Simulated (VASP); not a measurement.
Given:

```xyz
2
Lattice="0.0000 2.8806 2.8806 2.8806 0.0000 2.8806 2.8806 2.8806 0.0000" Properties=species:S:1:pos:R:3 pbc="T T T"
Sc     0.0000     0.0000     0.0000
S      1.4403     1.4403     1.4403
```

Method: PBE GGA, VASP's PBE PAW potentials (set 64) (plane waves; VASP). Settings: 400 eV cut-off, Gaussian smearing of 0.050 eV, potentials Sc_sv S.

Problem. Give the energies of bands 6 to 11 at the high-symmetry points, in eV from the Fermi level.

Solution. 
| band | Γ | X | U | L | W |
|---|---|---|---|---|---|
| 6 | -4.48 | -5.75 | -5.38 | -5.65 | -5.12 |
| 7 | -4.48 | -4.12 | -4.66 | -4.28 | -4.90 |
| 8 | -4.48 | -4.12 | -4.15 | -4.28 | -4.19 |
| 9 | 0.52 | -0.78 | -0.60 | 0.91 | -0.71 |
| 10 | 0.83 | 0.91 | 0.86 | 1.09 | 0.49 |
| 11 | 0.83 | 1.66 | 1.05 | 1.09 | 1.50 |

It has no gap at this level: it comes out as a metal or semimetal.

The structure was generated: ScS was put into the zinc blende type (F-43m), which need not be its known phase. It was relaxed first, which changed the volume by -25 %. The electron count is odd and the run is not spin-polarised, which forces a metal.
